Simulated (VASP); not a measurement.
An input for Ansatz (written as the equivalent of a VASP run, and not itself run):

Ansatz 0.2 input:
```yaml
crystal:
  lattice:
    - [1.8780044, -3.2527993, 0.0000000]
    - [1.8780044, 3.2527993, 0.0000000]
    - [0.0000000, 0.0000000, 4.8951426]
  atoms:
    - { symbol: Pt, position: [0.0000000, 0.0000000, 0.0000000] }
    - { symbol: Se, position: [0.3333330, 0.6666670, 0.2598332] }
    - { symbol: Se, position: [0.6666670, 0.3333330, 0.7401668] }
kpoints:
  mp_grid: { grid: [9, 9, 6] }
hamiltonian:
  xc: pbesol
  pseudopotentials: { kind: paw }
scf:
  occupations: { method: methfessel_paxton, width: 0.1 }
  max_iter: 100
relax:
  max_steps: 30
  f_tol: 0.001
output: { forces: true, stress: true, eigenvalues: true }
```

**Question.** Write the VASP files for the same calculation (PBEsol).

**Answer.** Several could match; the one computed here: 
POSCAR:
```
PtSe2
1
    1.8780044098    -3.2527993035     0.0000000000
    1.8780044098     3.2527993035    -0.0000000000
    0.0000000000     0.0000000000     4.8951425895
Pt Se
1 2
Direct
  0.0000000000   0.0000000000   0.0000000000
  0.3333330000   0.6666670000   0.2598331558
  0.6666670000   0.3333330000   0.7401668442
```

### INCAR
```
SYSTEM = PtSe2
PREC = Accurate; ENCUT = 400; LREAL = .FALSE.
LASPH = .TRUE.
EDIFF = 1E-8; NELM = 100; ALGO = Normal
LMAXMIX = 6
ISMEAR = 1; SIGMA = 0.1
GGA = PS
IBRION = 1; NSW = 30; ISIF = 2
EDIFFG = -0.001
LWAVE = .FALSE.; LCHARG = .FALSE.
```

**KPOINTS**
```
Automatic mesh
0
Gamma
9 9 6
0 0 0
```

POTCAR, in this order: Pt Se (PBE.64 set). Program: vasp_std.

The two are equivalent in intent, not identical: each code has its own PAW files, so the cut-off isn't converted (ENCUT is set for VASP's; basis.ecutwfc is left out, and Ansatz then takes the one that its files recommend); Ansatz stops its SCF on the density residual and VASP on the energy change (EDIFF).

The compound is PtSe2 in the 1T layered structure. This run relaxes the ions in a fixed cell. Symmetry was kept, so distortions that lower it aren't found. The start is the result of an earlier pass.
